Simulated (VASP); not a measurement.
Input for VASP

### KPOINTS
```
kpoints
0
gamma
 11 11 11
0 0 0
```

**INCAR**
```
! general
SYSTEM=NaH
PREC  =Accurate
ENCUT =520
LREAL =F   ! projection in real space or not
LASPH =T   ! aspherical one-centre terms

! electronic loop
EDIFF =1E-7   ! SCF stop (eV)
NELM  =100
ALGO  =Normal   ! blocked Davidson

! smearing
ISMEAR=-5

! functional
GGA   =PE   ! PBE
IVDW  =12   ! D3, Becke-Johnson

! ions
ISIF  =2   ! forces and stress, cell fixed

! output
LWAVE =F
LCHARG=T
LORBIT=11
NEDOS =601
```

POSCAR:
```
NaH
1
    0.0000000000     2.3610807461     2.3610807461
    2.3610807461     0.0000000000     2.3610807461
    2.3610807461     2.3610807461     0.0000000000
Na H
1 1
Direct
  0.0000000000   0.0000000000   0.0000000000
  0.5000000000   0.5000000000   0.5000000000
```

POTCAR, in this order: Na_pv H (PBE.64 set). Program: vasp_std.

Q: Translate this PBE-D3(BJ) calculation to Ansatz.

A: One equivalent input (not run):
Ansatz 0.2 input:
```yaml
crystal:
  lattice:
    - [0.0000000, 2.3610807, 2.3610807]
    - [2.3610807, 0.0000000, 2.3610807]
    - [2.3610807, 2.3610807, 0.0000000]
  atoms:
    - { symbol: Na, position: [0.0000000, 0.0000000, 0.0000000] }
    - { symbol: H, position: [0.5000000, 0.5000000, 0.5000000] }
kpoints:
  mp_grid: { grid: [11, 11, 11] }
hamiltonian:
  xc: pbe
  dispersion: d3bj
  pseudopotentials: { kind: paw }
scf:
  occupations: { method: tetrahedron }
  max_iter: 100
output: { forces: true, stress: true, eigenvalues: true }
```
The two are equivalent in intent, not identical: each code has its own PAW files, so the cut-off isn't converted (ENCUT is set for VASP's; basis.ecutwfc is left out, and Ansatz then takes the one that its files recommend); Ansatz stops its SCF on the density residual and VASP on the energy change (EDIFF).

The compound is NaH in the rock salt structure. It was relaxed first, which changed the volume by -9 %.
